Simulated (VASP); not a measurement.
Here is the system:

```xyz
4
Lattice="-1.8952 1.8952 4.3319 1.8952 -1.8952 4.3319 1.8952 1.8952 -4.3319" Properties=species:S:1:pos:R:3 pbc="T T T"
Ta     0.0000     0.0000     0.0000
Ga     0.0000     0.0000     4.3319
Ga     0.0000     1.8952     2.1659
Ga     1.8952     0.0000     2.1659
```

Method: LDA (Ceperley-Alder, Perdew-Zunger), VASP's LDA PAW potentials (set 64) (plane waves; VASP). Numerical set-up: 300 eV cut-off, 9×9×9 Γ-centred mesh, Fermi-Dirac smearing of 0.10 eV, potentials Ta_pv Ga_d.

Question: Give the energies of bands 20 to 29 at the high-symmetry points, in eV from the Fermi level.

Answer: 
```tsv
band	Γ	X	P	N	M	S	R
20	-5.27	-6.66	-6.55	-9.06	-9.93	-8.58	-7.45
21	-3.73	-6.42	-6.55	-5.36	-3.66	-7.57	-6.53
22	-2.85	-4.72	-5.55	-4.68	-1.86	-2.62	-4.84
23	-2.50	-3.82	-3.05	-2.67	-1.86	-2.12	-3.39
24	-2.50	-3.56	-3.05	-1.57	-1.33	-1.70	-2.86
25	-0.50	-2.46	-2.35	-0.44	0.17	-0.28	-2.30
26	0.55	1.52	0.52	1.17	0.17	0.24	0.99
27	1.41	1.69	1.53	2.12	0.59	1.18	1.79
28	1.41	1.87	1.69	2.23	3.11	1.96	2.13
29	3.44	2.94	2.63	2.92	3.87	2.91	2.68
```

It has no gap at this level: it comes out as a metal or semimetal.

The structure comes from a computed database's TaGa3 entry; how it stands against other phases isn't given here. The cell was not relaxed at this level.
